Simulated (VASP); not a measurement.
```yaml
crystal:
  lattice:
    - [1.80540, -3.12704, 0.00000]
    - [1.80540, 3.12704, 0.00000]
    - [0.00000, 0.00000, 5.14080]
  atoms:
    - { symbol: Pt, position: [0.00000, 0.00000, 0.00000] }
    - { symbol: S, position: [0.33333, 0.66667, 0.23000] }
    - { symbol: S, position: [0.66667, 0.33333, 0.77000] }
```

Computed with PBE GGA, VASP's PBE PAW potentials (set 64) (plane waves; VASP). Run with 400 eV cut-off, 5×5×4 Γ-centred mesh, Gaussian smearing of 0.050 eV, potentials Pt S.

**Question.** Give the force on each atom (eV/Å).

**Answer.** 
```json
[
 {"atom": "Pt1", "Fx": "0.000", "Fy": "0.000", "Fz": "0.000"},
 {"atom": "S2", "Fx": "0.000", "Fy": "0.000", "Fz": "0.209"},
 {"atom": "S3", "Fx": "0.000", "Fy": "0.000", "Fz": "-0.209"}
]
```

**Question.** Give the stress tensor in GPa (positive for a compressed cell).

**Answer.** 
```
0.48  0.00  0.00
0.00  0.48  0.00
0.00  0.00  2.37
```
The pressure is its mean diagonal, 1.11 GPa.

The compound is PtS2 in the 1T layered structure. The cell was not relaxed at this level.
